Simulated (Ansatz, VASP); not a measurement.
# Re (Rhenium) in two plane-wave programs

Aim: how closely do two programs agree when they are given the same cell, functional and k mesh? The cell is taken from a series of runs on this material, whose earlier steps may have relaxed, scaled, displaced or heated it; both programs get it as it stands.

Main program and level: Ansatz 0.2.0; plane waves, with VASP 6.6.1 beside it; zone-centre phonons at PBEsol.

**1. Starting point**

The structure is hexagonal, space group P6_3/mmc (No. 194). Conventional cell: a = 2.806 Å, b = 2.806 Å, c = 4.381 Å, α = 90.00°, β = 90.00°, γ = 120.00°. Nearest to Re lie 12 Re at 2.72 to 2.81 Å.

**2. Ansatz: zone-centre phonons, PBEsol**

Ansatz runs on its PAW soft_1 files.

Second derivatives magnify differences that forces hide, and they need a tight electronic threshold.

File input.yaml:

```yaml
crystal:
  lattice:
    - [2.8057685016, 0.0, 0.0]
    - [-1.4028842508, 2.4298667995, 0.0]
    - [0.0, 0.0, 4.3806062298]
  atoms:
    - { symbol: Re, position: [0.3333333333, 0.6666666667, 0.25] }
    - { symbol: Re, position: [0.6666666667, 0.3333333333, 0.75] }
kpoints:
  mp_grid: { grid: [18, 18, 12] }
hamiltonian:
  xc: pbesol
  pseudopotentials: { kind: paw, azcp: { folder: soft_1 }, xc_functional: pbe }
scf:
  occupations: { method: methfessel_paxton, width: 0.2 }
output:
  eigenvalues: true
phonons:
  method: dfpt
```

Started as:

```console
$ ansatz run input.yaml --threads 4 --pin off --max-ram 10240MiB --backend cpu --events-out ev --progress --plain --runs-dir out
```

Numbers of over 12 decimals in the logs are rounded to 6 here.

Log:

```text
zone centre: on kpoints.mp_grid the ground state, and the responses unless they are solved on pairs of k-points, stand on 637 of the mesh's 3888 k-points, reduced under 4 symmetry operations, with k and −k counted as one. Each operation leaves every solved displacement unchanged or reverses it
Engine: ansatz 0.2.0, x86_64-unknown-linux-gnu
Pseudopotentials: kind: paw
Pseudopotential: Re, paw, valence charge 15, recommended cutoff 420 eV (normal), soft_1/Re.paw.azcp
Functional definition: PBEsol
  exchange = pbesol_x
  correlation = pbesol_c
Crystal: 2 atoms, lattice volume = 29.865 Å³
Basis set: ecut = 420 eV, 591 PW (Γ), exchange–correlation on 40×40×60 points (8 copies of the dense FFT grid, shifted against one another)
Bands: 19, of which v1, the nominal top of the filled ones, is band 15 counted from 1 (14 counted from 0)
Symmetry: 24 space group operations
k-points: 637 of 3888 (irreducible under 4 space group operations, time reversal used)
Non-local potential: Re, projectors of the file, l = 0: 3, l = 1: 2, l = 2: 2, l = 3: 1
PAW form: soft (Blöchl's): semilocal exchange-correlation on the pseudo side does not see the compensation charge
PAW frozen core: Re, regenerated for the run's functional, and the local potential with it (the file was generated under x = pbe(κ = 0.804, μ = 0.219515), c = pbe(β = 0.066725))
PAW one-centre angular grid: Re, 590 points (default); XC on 64 Gauss nodes
Initial density: superposition of atomic densities (chi_scale 0.1, normalization cell)
Initial wavefunctions: pseudopotential atomic-orbital guess
Functional: x = pbesol(κ = 0.804, μ = 0.123457), c = pbesol(β = 0.046)
SCF iter   1: F=—  HF=-21477.135036 eV  |F-HF|=—  |Δ(HF+E_count)|=         —  Δρ=6.24e-2  dr2=1.10e0  ethr=3.10e-3  ⟨swp⟩=4.6  Hψ=47900  notcnv=0
preconditioner: auto → none  [metal: Δε(μ)=0.003 eV  Ē_g=6.284 eV  σ=0.200 eV  W_gap=0.01  n_scr=8 (ndim 8)  ℏωp=25.4 eV  f_vac=0.000  D(μ)=1.85/eV (n_scr^D=22)  sad-step TF]
SCF iter   2: F=—  HF=-21476.840029 eV  |F-HF|=—  |Δ(HF+E_count)|=   2.95e-1  S|Δr|=    0.00e0  Δρ=3.63e-2  dr2=3.60e-1  ethr=3.10e-3  ⟨swp⟩=2.0  Hψ=19429  notcnv=0  defer=4
SCF iter   3: F=—  HF=-21476.701516 eV  |F-HF|=—  |Δ(HF+E_count)|=   1.39e-1  S|Δr|=    0.00e0  Δρ=1.80e-3  dr2=3.61e-4  ethr=1.20e-3  ⟨swp⟩=3.0  Hψ=23378  notcnv=0  defer=4
SCF iter   4: F=—  HF=-21476.701858 eV  |F-HF|=—  |Δ(HF+E_count)|=   3.42e-4  S|Δr|=    0.00e0  Δρ=1.99e-4  dr2=1.36e-5  ethr=1.20e-6  ⟨swp⟩=2.1  Hψ=17873  notcnv=0  defer=4
SCF iter   5: F=—  HF=-21476.701853 eV  |F-HF|=—  |Δ(HF+E_count)|=   5.10e-6  S|Δr|=    0.00e0  Δρ=3.31e-5  dr2=2.24e-7  ethr=4.53e-8  ⟨swp⟩=2.0  Hψ=16511  notcnv=0  defer=4
SCF iter   6: F=—  HF=-21476.701853 eV  |F-HF|=—  |Δ(HF+E_count)|=   4.16e-8  S|Δr|=    0.00e0  Δρ=7.96e-6  dr2=1.34e-8  ethr=7.47e-10  ⟨swp⟩=2.7  Hψ=22790  notcnv=0  defer=4
SCF iter   7: F=—  HF=-21476.701853 eV  |F-HF|=—  |Δ(HF+E_count)|=   1.29e-9  S|Δr|=    0.00e0  Δρ=1.26e-6  dr2=2.51e-10  ethr=4.48e-11  ⟨swp⟩=2.4  Hψ=17653  notcnv=0  defer=4
SCF iter   8: F=-21476.701853 eV  HF=-21476.701853 eV  |F-HF|=0.00e0  |Δ(HF+E_count)|=  1.09e-11  S|Δr|=    0.00e0  Δρ=9.86e-8  dr2=1.64e-12  ethr=1.00e-12  ⟨swp⟩=5.6  Hψ=51644  notcnv=0
SCF 1 converged in 8 iterations: F = -21476.701853 eV  dr2 = 1.64e-12
  greatest PAW one-centre occupation: 0.999 electrons in one spin orbital (limit 2), on the Re atom at site 1 (counted from 0), in its partial waves of l = 0
DFPT response loops at Γ: preconditioner auto → Kerker (q_TF=auto, 2.730 Å⁻¹) (partly filled bands, converged f_vac=0.000); β = 1.00, the filter's whole step (`scf.mixing.beta` (0.50) is not read by the response loops under this deck's `scf.mixing.preconditioner`; to damp them name `kerker` or `kerker_dos`, under which they read `scf.mixing.beta`, and type it under 1.00, their step now; both keys bind the ground state too); Broyden in place of MSR1
SCF converged after 8 iterations
Stability not checked: this state was not tested for a lower state beside it, because cold or Methfessel-Paxton smearing, or corrected tetrahedra, fill the levels in a way that the test cannot read (fill_not_monotonic; see scf.lower_state_search)
Free energy (F): -21476.701853 eV
Harris-Foulkes:  -21476.701853 eV  (|F-HF|=0.00e0)
Internal energy: -21476.702224 eV  (E = F + TS)
E sigma→0 (E₀):  -21476.701946 eV
Entropy (-TS):   0.000371 eV (0.185 meV/atom)
Fermi energy:    23.402280 eV
--- Per-component energies (eV) ---
  E_band       = -158.223475
  E_kinetic    = 1044.690574
  E_local      = -1574.941905  (includes V_loc(G=0)·N_el)
  E_nonlocal   = 165.119592
  E_hartree    = 546.798370
  E_xc         = -708.078029
  E_vxc        = -579.512378  (∫ρ·V_xc dr)
  E_paw        = -17151.909158  (= ΣΔE_a)
  E_vpaw       = -307.176250  (= ΣTr[D̂ρ^β])
  E_aug_tail   = 0.000102  (compensation charges beyond the density's cutoff)
  E_ewald      = -3798.848423
  E_core_change = 0.466653  (= ΣΔE_core)
  E_smearing   = 0.000371  (= −TS)
  E_closure    = 0.000000  (closes the sum)
  Σ components = -21476.701853   (vs F -21476.701853, Δ=0.00e0)
--- Band table (eV; the first three rows and the last of 637) ---
  k-point 0: bands = [... 11 lower, 21.8355, 22.3117, 22.7553, 22.7553, 23.3391, 23.3391, 24.4157, 26.7498]
  k-point 1: bands = [... 11 lower, 21.7707, 22.2535, 22.6897, 22.6897, 23.4876, 23.4876, 24.1523, 26.7739]
  k-point 2: bands = [... 11 lower, 21.6410, 22.0896, 22.5142, 22.5142, 23.4925, 23.8631, 23.8631, 26.8163]
  k-point 636: bands = [... 11 lower, 20.2551, 21.3159, 21.3159, 23.2829, 23.2829, 27.3456, 27.3456, 29.5151]
--- Phonons (Γ-DFPT): 2 representative perturbations + reference, on 637 of 3888 k-points (Σ response iterations 5) ---
  k mesh reduced under 4 symmetry operations, with k and −k counted as one. Each operation leaves every solved displacement unchanged or reverses it
  ASR residual: 1.043e-4 → 0.000e0 eV/Å²; symmetrization residual: 1.153e-13 eV/Å²
  ASR residual per site (eV/Å²): 1.04e-4 1.04e-4
  Γ frequencies (cm⁻¹): 0.00 0.00 0.00 103.22 112.56 112.56
  non-analytic LO–TO correction: not included (Born effective charges unavailable; polar crystals: no LO–TO splitting at Γ)
```

**3. VASP: zone-centre phonons, PBEsol**

The same cell, functional, mesh and smearing now go to VASP, with its own data sets.

Lines of VASP's logs that name or quote its potential files are left out, and so is its time.

File INCAR:

```
SYSTEM = Re
PREC = Accurate
ENCUT = 600
EDIFF = 1E-08
NELM = 120
ISMEAR = 1
SIGMA = 0.2
LREAL = .FALSE.
ALGO = Normal
GGA = PS
NBANDS = 13
LASPH = .TRUE.
LORBIT = 11
LWAVE = .FALSE.
LCHARG = .FALSE.
ISIF = 2
IBRION = 8
GGA_COMPAT = .FALSE.
KPAR = 2
```

File POSCAR:

```
Re
1.0
    2.8057685016      0.0000000000      0.0000000000
   -1.4028842508      2.4298667995      0.0000000000
    0.0000000000      0.0000000000      4.3806062298
Re
2
Direct
    0.3333333333      0.6666666667      0.2500000000
    0.6666666667      0.3333333333      0.7500000000
```

File KPOINTS:

```
Automatic mesh
0
Gamma
18 18 12
0 0 0
```

The projector-augmented-wave data sets are Re (PBE family, release 64).

Started as:

```console
$ mpirun -np 2 vasp_std
```

Log:

```text
[banner, memory and clock lines left out]
running    2 mpi-ranks, on    1 nodes
 distrk:  each k-point on    1 cores,    2 groups
 distr:  one band on    1 cores,    1 groups

 POSCAR found type information on POSCAR Re
 POSCAR found :  1 types and       2 ions
|                                                                             |
|               ----> ADVICE to this user running VASP <----                  |
|                                                                             |
|     You enforced a specific xc type in the INCAR file but a different       |
|     [... a line on the potential file left out ...]
|     I HOPE YOU KNOW WHAT YOU ARE DOING!                                     |
|                                                                             |

 LDA part: xc-table for (Slater+PW92), standard interpolation
 POSCAR, INCAR and KPOINTS ok, starting setup
 FFT: planning ... GRIDC
 FFT: planning ... GRID_SOFT
 FFT: planning ... GRID
 WAVECAR not read
 entering main loop
       N       E                     dE             d eps       ncg     rms          rms(c)
DAV:   1     0.303513720460E+02    0.30351E+02   -0.72740E+03 12732   0.144E+03
DAV:   2    -0.252979583154E+02   -0.55649E+02   -0.47013E+02 11325   0.328E+02
DAV:   3    -0.281786413739E+02   -0.28807E+01   -0.25589E+01 11806   0.941E+01
DAV:   4    -0.282322862280E+02   -0.53645E-01   -0.52676E-01 10872   0.719E+00
DAV:   5    -0.282330442194E+02   -0.75799E-03   -0.75739E-03 11454   0.115E+00    0.432E+01
DAV:   6    -0.270647758238E+02    0.11683E+01   -0.10551E+00 11877   0.292E+01    0.172E+01
DAV:   7    -0.267005708483E+02    0.36420E+00   -0.65876E-01 12091   0.224E+01    0.589E-01
DAV:   8    -0.266879105042E+02    0.12660E-01   -0.82769E-03 11697   0.911E-01    0.178E-01
DAV:   9    -0.266869810655E+02    0.92944E-03   -0.48705E-04 12347   0.236E-01    0.402E-02
DAV:  10    -0.266869835652E+02   -0.24997E-05   -0.50656E-05 11169   0.860E-02    0.175E-02
DAV:  11    -0.266869843375E+02   -0.77228E-06   -0.90440E-07 12522   0.210E-02    0.226E-03
DAV:  12    -0.266869841657E+02    0.17172E-06   -0.20083E-08  7408   0.508E-03    0.592E-04
DAV:  13    -0.266869841626E+02    0.31712E-08   -0.73276E-09  6672   0.264E-03
   1 F= -.26686984E+02 E0= -.26687055E+02  d E =0.213802E-03
 Linear response reoptimize wavefunctions to high precision
DAV:   1    -0.266869841410E+02    0.21613E-07   -0.19637E-08 10869   0.229E-03
DAV:   2    -0.266869841410E+02    0.90949E-12   -0.12108E-10  6082   0.182E-04
 Linear response DOF=           2
 Linear response progress:
  Degree of freedom:   1/  2
       N       E                     dE             d eps       ncg     rms          rms(c)
RMM:   1    -0.743271328996E-01   -0.74327E-01   -0.56528E+00 29885   0.154E+02
RMM:   2    -0.142898548415E+00   -0.68571E-01   -0.68502E-02 66911   0.275E+00    0.133E-01
RMM:   3    -0.142684757802E+00    0.21379E-03   -0.19393E-03 67039   0.368E-01    0.897E-02
RMM:   4    -0.141930845321E+00    0.75391E-03   -0.97194E-04 68484   0.326E-01    0.217E-02
RMM:   5    -0.141979005461E+00   -0.48160E-04   -0.39869E-05 65323   0.745E-02    0.861E-03
RMM:   6    -0.141998935099E+00   -0.19930E-04   -0.10433E-05 69340   0.303E-02    0.179E-03
RMM:   7    -0.141998367711E+00    0.56739E-06   -0.39600E-07 64757   0.634E-03    0.125E-03
RMM:   8    -0.141997292549E+00    0.10752E-05   -0.26400E-08 63440   0.261E-03    0.412E-04
RMM:   9    -0.141996297866E+00    0.99468E-06   -0.85954E-08 70678   0.140E-03    0.706E-05
RMM:  10    -0.141996185908E+00    0.11196E-06   -0.49693E-08 68366   0.831E-04    0.313E-05
RMM:  11    -0.141996201038E+00   -0.15130E-07   -0.52347E-08 72278   0.792E-04    0.736E-06
RMM:  12    -0.141996193444E+00    0.75938E-08   -0.30067E-08 71730   0.770E-04    0.208E-06
 first order change of Fermi-energy  -0.21779E-04
 force on displaced ion       1 direction 1 :  -4.246   0.000   0.000
 Linear response progress:
  Degree of freedom:   2/  2
       N       E                     dE             d eps       ncg     rms          rms(c)
RMM:   1    -0.108022940788E+00   -0.10802E+00   -0.62046E+00 10271   0.160E+02
RMM:   2    -0.182545617858E+00   -0.74523E-01   -0.60252E-02 21588   0.328E+00    0.207E-01
RMM:   3    -0.183683103089E+00   -0.11375E-02   -0.43788E-03 22473   0.627E-01    0.120E-01
RMM:   4    -0.183880339890E+00   -0.19724E-03   -0.24087E-04 24083   0.196E-01    0.509E-02
RMM:   5    -0.184118555148E+00   -0.23822E-03   -0.35670E-04 22910   0.137E-01    0.146E-02
RMM:   6    -0.184120829399E+00   -0.22743E-05    0.30795E-05 21232   0.393E-02    0.626E-03
RMM:   7    -0.184155647628E+00   -0.34818E-04    0.27390E-05 21622   0.227E-02    0.284E-03
RMM:   8    -0.184153127278E+00    0.25204E-05    0.25109E-05 23723   0.943E-03    0.105E-03
RMM:   9    -0.184151107053E+00    0.20202E-05   -0.33881E-06 20719   0.905E-03    0.204E-04
RMM:  10    -0.184151797261E+00   -0.69021E-06   -0.59667E-06 24274   0.241E-03    0.206E-04
RMM:  11    -0.184151463062E+00    0.33420E-06   -0.27716E-07 21990   0.136E-03    0.126E-04
RMM:  12    -0.184150980163E+00    0.48290E-06    0.28964E-07 23409   0.109E-03    0.105E-05
RMM:  13    -0.184151110880E+00   -0.13072E-06   -0.22457E-07 25338   0.797E-04    0.109E-05
RMM:  14    -0.184151108330E+00    0.25498E-08    0.37839E-08 24155   0.754E-04    0.743E-06
 first order change of Fermi-energy   0.10802E-03
 force on displaced ion       1 direction 3 :  -0.000   0.000  -3.236
 Linear response finished
```

From OUTCAR (step 3):

```text
ion  position               nearest neighbor table
   1  0.333  0.667  0.250-   2 2.72   2 2.72   2 2.72   2 2.72   2 2.72   2 2.72
   2  0.667  0.333  0.750-   1 2.72   1 2.72   1 2.72   1 2.72   1 2.72   1 2.72

  LATTYP: Found a hexagonal cell.
 ALAT       =     2.8057685016
 C/A-ratio  =     1.5612856967

 Subroutine GETGRP returns: Found 24 space group operations
 (whereof 12 operations were pure point group operations)

The static configuration has the point symmetry D_3d.
 The point group associated with its full space group is D_6h.

 Found    259 irreducible k-points:

   k-points           NKPTS =    259   k-points in BZ     NKDIM =    259   number of bands    NBANDS=     13

   dimension x,y,z NGX =    24 NGY =   24 NGZ =   36
   dimension x,y,z NGXF=    48 NGYF=   48 NGZF=   72

   ENCUT  =  600.0 eV  44.10 Ry    6.64 a.u.   5.60  5.60  8.75*2*pi/ulx,y,z

   NELECT =      14.0000    total number of electrons

 k-points in reciprocal lattice and weights: Automatic mesh
   0.00000000  0.00000000  0.00000000       0.000
   0.05555556 -0.00000000  0.00000000       0.002
   0.11111111 -0.00000000  0.00000000       0.002
   0.16666667 -0.00000000  0.00000000       0.002
   0.22222222  0.00000000  0.00000000       0.002
   0.27777778 -0.00000000  0.00000000       0.002
   0.33333333  0.00000000  0.00000000       0.002
   0.38888889  0.00000000  0.00000000       0.002
   0.44444444  0.00000000  0.00000000       0.002
[...]
0.33333333  0.27777778  0.50000000       0.003
   0.33333333  0.33333333  0.50000000       0.001

 average (electrostatic) potential at core
       1 -39.1652       2 -39.1652

  Total       -2.5358314     -2.5358314     -0.0577196      0.0000000      0.0000000     -0.0000000
  in kB     -136.0386918   -136.0386918     -3.0964604      0.0000000      0.0000000     -0.0000000
  external PRESSURE =     -91.7246147 kB  Pullay stress =       0.0000000 kB

  energy-cutoff  :      600.00
  volume of cell :       29.87
      direct lattice vectors                 reciprocal lattice vectors
     2.805768502  0.000000000  0.000000000     0.356408592  0.205772596  0.000000000
    -1.402884251  2.429866800  0.000000000     0.000000000  0.411545193  0.000000000
     0.000000000  0.000000000  4.380606230     0.000000000  0.000000000  0.228278907

 POSITION                                       TOTAL-FORCE (eV/Angst)
 -----------------------------------------------------------------------------------
     -0.00000      1.61991      1.09515         0.000000     -0.000000      0.000000
      1.40288      0.80996      3.28545        -0.000000      0.000000      0.000000
 -----------------------------------------------------------------------------------
    total drift:                               -0.000000      0.000000     -0.000000

 Eigenvectors and eigenvalues of the dynamical matrix
 ----------------------------------------------------

   1 f  =    3.338466 THz    20.976200 2PiTHz  111.359238 cm-1    13.806780 meV
             X         Y         Z           dx          dy          dz
     -0.000000  1.619911  1.095152    -0.707107   -0.000000   -0.000000
      1.402884  0.809956  3.285455     0.707107    0.000000    0.000000

   2 f  =    3.338466 THz    20.976200 2PiTHz  111.359238 cm-1    13.806780 meV
             X         Y         Z           dx          dy          dz
     -0.000000  1.619911  1.095152    -0.000000    0.707107    0.000000
      1.402884  0.809956  3.285455     0.000000   -0.707107   -0.000000

   3 f  =    2.914626 THz    18.313133 2PiTHz   97.221447 cm-1    12.053918 meV
             X         Y         Z           dx          dy          dz
     -0.000000  1.619911  1.095152    -0.000000    0.000000   -0.707107
      1.402884  0.809956  3.285455     0.000000   -0.000000    0.707107

   4 f  =    0.000000 THz     0.000000 2PiTHz    0.000001 cm-1     0.000000 meV
             X         Y         Z           dx          dy          dz
     -0.000000  1.619911  1.095152    -0.100690   -0.692209    0.103480
      1.402884  0.809956  3.285455    -0.100690   -0.692209    0.103480

   5 f/i=    0.000000 THz     0.000000 2PiTHz    0.000001 cm-1     0.000000 meV
             X         Y         Z           dx          dy          dz
     -0.000000  1.619911  1.095152    -0.024685   -0.100968   -0.699426
      1.402884  0.809956  3.285455    -0.024685   -0.100968   -0.699426

   6 f/i=    0.000000 THz     0.000000 2PiTHz    0.000002 cm-1     0.000000 meV
             X         Y         Z           dx          dy          dz
     -0.000000  1.619911  1.095152     0.699466   -0.103208   -0.009787
      1.402884  0.809956  3.285455     0.699466   -0.103208   -0.009787

 ELASTIC MODULI CONTR FROM IONIC RELAXATION (kBar)
 Direction    XX          YY          ZZ          XY          YZ          ZX
 --------------------------------------------------------------------------------
 XX        -146.4516    146.4516     -0.0000      0.0000     -0.0000     -0.0000
 YY         146.4516   -146.4516     -0.0000     -0.0000     -0.0000     -0.0000
 ZZ          -0.0000     -0.0000     -0.0000      0.0000     -0.0000     -0.0000
 XY           0.0000      0.0000      0.0000   -146.4516      0.0000      0.0000
 YZ          -0.0000     -0.0000     -0.0000      0.0000     -0.0000     -0.0000
 ZX          -0.0000     -0.0000     -0.0000      0.0000     -0.0000     -0.0000
 --------------------------------------------------------------------------------
```

The data set Re keeps the semicore shell frozen, which is cheaper and a little less accurate.

**4. Differences**

Known differences besides the potentials themselves: the data sets hold 30 valence electrons in Ansatz (on its PAW soft_1 files) and 14 in VASP; the cutoff is 420 eV in Ansatz and 600 eV in VASP; Ansatz makes its cores anew for this functional, VASP keeps those of its PBE data sets. Total energies have different zeros and are not compared.

The two programs side by side:

```tsv
quantity	Ansatz	VASP	difference
optical mode 1 (cm⁻¹)	103.2	97.2	+6.17 %
optical mode 2 to 3 (cm⁻¹)	112.6	111.4	+1.08 %
```

Modes are paired by rising frequency, not by their patterns, so a pair may set unlike modes beside each other; they are those without the splitting of longitudinal modes.

**5. Summary of results**

- r.m.s. difference of the optical zone-centre modes, each program's sorted by frequency (zone-centre phonons, PBEsol): 3.6 cm⁻¹
- difference in optical mode 1 (zone-centre phonons, PBEsol): +6.2 %

The r.m.s. difference of the optical zone-centre modes, each program's sorted by frequency is 3.6 cm⁻¹ (zone-centre phonons, PBEsol). The data sets hold unlike numbers of valence electrons (30 in Ansatz and 14 in VASP), so part of the differences comes from the potentials. Among the rows given in per cent, the largest difference of the zone-centre phonons, PBEsol pair is in optical mode 1, +6.2 %. How closely two codes agree says nothing of how well the functional describes the real material.

[Lines on the potential files, build, host, timing and source positions are cut from VASP's logs without a mark.]

[Logs are printed without paths, hosts, clocks, repeated set-up lines and the standing remarks that a program may print on its own settings, such as how far it seeks lower states.]

[Hosts, paths, dates, database ids (printed as entryN), source tags and the programs' standing remarks are cut or masked in the printed files.]
